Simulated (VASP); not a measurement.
Input:

```
CELL_PARAMETERS angstrom
      3.27862     0.00000     0.00000
      0.00000     3.27862     0.00000
      0.00000     0.00000     3.27862
ATOMIC_POSITIONS crystal
  Hf 0.00000 0.00000 0.00000
  Rh 0.50000 0.50000 0.50000
```

All values below come from PBEsol GGA, VASP's PBE PAW potentials (set 64) (plane waves; VASP). Settings: 300 eV cut-off, 10×10×10 Γ-centred mesh, Gaussian smearing of 0.14 eV, potentials Hf_pv Rh_pv.

**Question.** Give the energies of bands 7 to 15 at the high-symmetry points, in eV from the Fermi level.

**Answer.** 
```csv
band,Γ,X,M,R
7,-8.10,-4.58,-5.42,-3.55
8,-5.07,-4.34,-5.20,-3.55
9,-5.07,-3.69,-3.62,-3.55
10,-2.42,-2.58,-3.62,-2.15
11,-2.42,-2.58,-1.11,-2.15
12,-2.42,-1.90,-0.30,-2.15
13,1.26,-1.09,0.64,-1.06
14,1.26,-0.03,0.64,-1.06
15,4.80,1.07,1.93,5.58
```

It has no gap at this level: it comes out as a metal or semimetal.

The structure comes from a computed database's HfRh entry; how it stands against other phases isn't given here. The cell was not relaxed at this level. The electron count is odd and the run is not spin-polarised, which forces a metal.
